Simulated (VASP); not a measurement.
The system is WAu.

```
W Au
1.0
     0.00000    2.90921    2.90921
     2.90921    0.00000    2.90921
     2.90921    2.90921    0.00000
W Au
1 1
Direct
  0.00000 0.00000 0.00000
  0.75000 0.75000 0.75000
```

The cell was built by a generator and needn't be a form met in nature.

```yaml
Program: VASP 6.6.1
Task: relaxation of cell and atoms
Functional: r2SCAN
Dispersion: D3(BJ)
Potentials_or_basis: VASP PAW PBE potentials, release 64 (W_sv, Au)
Cutoff: 600 eV
k_mesh: 8 × 8 × 8
Occupations: methfessel-paxton, width 0.1 eV
Spin: no spin polarisation
```

At the start: pressure -4.6 GPa; volume 24.62 Å³/atom.

Problem. How do energy, volume and symmetry change on relaxing?

Solution. Over 3 steps the energy falls by 12.1 meV/atom and the volume is 23.82 Å³/atom (-3.3 %); space group F-43m (No. 216, to 0.05 Å).

Step by step:
```
step  energy change (eV)  largest force (eV/Å)  pressure (GPa)  volume (Å³)
   1              0.0000                0.0000           -4.55        49.24
   2              0.0863                0.0000           11.93        44.43
   3             -0.0242                0.0000           -0.10        47.64
```

Final structure:
```
CELL_PARAMETERS angstrom
0.00000 2.87722 2.87722
2.87722 0.00000 2.87722
2.87722 2.87722 0.00000
ATOMIC_POSITIONS crystal
W 0.00000 0.00000 0.00000
Au 0.75000 0.75000 0.75000
```

Caveat: the PAW data sets were made with another functional, which shifts forces and pressure a little; pairwise dispersion overbinds metals, which lowers pressure and volume.
